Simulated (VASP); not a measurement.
## Ca: relaxation of the atoms with LDA

The system is Ca, a slab with vacuum.

```
Ca
1.0
     3.84607    0.00000    0.00000
    -1.56049    3.51527    0.00000
     0.00000    0.00000   24.56347
Ca
4
Direct
  0.13729 0.86271 0.30533
  0.56215 0.43785 0.43511
  0.98701 0.01299 0.56489
  0.41187 0.58813 0.69467
```

```
Program                   : VASP 6.6.1
Task                      : relaxation of the atoms
Functional                : LDA
Potentials or basis       : VASP PAW LDA potentials, release 64 (Ca_sv)
Cutoff                    : 520 eV
k mesh                    : 6 × 6 × 1
Occupations               : fermi-dirac, width 0.05 eV
Spin                      : no spin polarisation
Dipole correction         : yes
Atoms held fixed (from 0) : [0, 1]
Further INCAR settings    : ALGO = Normal; EDIFF = 1e-06; IBRION = 2; EDIFFG = -0.02; NSW = 40
```

```
Energy gained by relaxing : 15.3 meV/atom
Ionic steps               : 10
Band gap on the k mesh    : none (metal or under the smearing width)
```

Step by step:
| step | energy change (eV) | largest force (eV/Å) | pressure (GPa) |
| --- | --- | --- | --- |
| 1 | 0.0000 | 0.2272 | -1.03 |
| 2 | -0.0025 | 0.2278 | -1.03 |
| 3 | -0.0095 | 0.2297 | -1.01 |
| 4 | -0.0204 | 0.2335 | -0.97 |
| 5 | -0.0266 | 0.2414 | -0.86 |
| 6 | -0.0273 | 0.2393 | -0.89 |
| 7 | -0.0343 | 0.2413 | -0.87 |
| 8 | -0.0512 | 0.2438 | -0.80 |
| 9 | -0.0597 | 0.3068 | -0.63 |
| 10 | -0.0613 | 0.2448 | -0.69 |

Final structure:
```
CELL_PARAMETERS angstrom
3.84607 0.00000 0.00000
-1.56049 3.51527 0.00000
0.00000 0.00000 24.56347
ATOMIC_POSITIONS crystal
Ca 0.13729 0.86271 0.30533
Ca 0.56215 0.43785 0.43511
Ca 0.99018 0.00982 0.55568
Ca 0.40513 0.59487 0.67374
```

Levels at points of the mesh, in eV from the Fermi level:
```
           k point  band 16  band 17  band 18  band 19  band 20  band 21  band 22  band 23  band 24
(0.00, 0.00, 0.00)   -22.63    -3.95    -3.40    -2.54    -1.51     0.05     0.34     0.91     1.51
(0.50, 0.00, 0.00)   -22.65    -1.14    -1.07    -0.86    -0.78     0.04     0.28     0.52     0.63
(0.50, 0.50, 0.00)   -22.70    -1.00    -0.58    -0.38    -0.27    -0.14     0.10     0.15     0.82
```

It took 14 min on 1 thread of Intel(R) Xeon(R) Platinum 8488C (Sapphire Rapids) (shared host), peak memory 0.36 GiB.
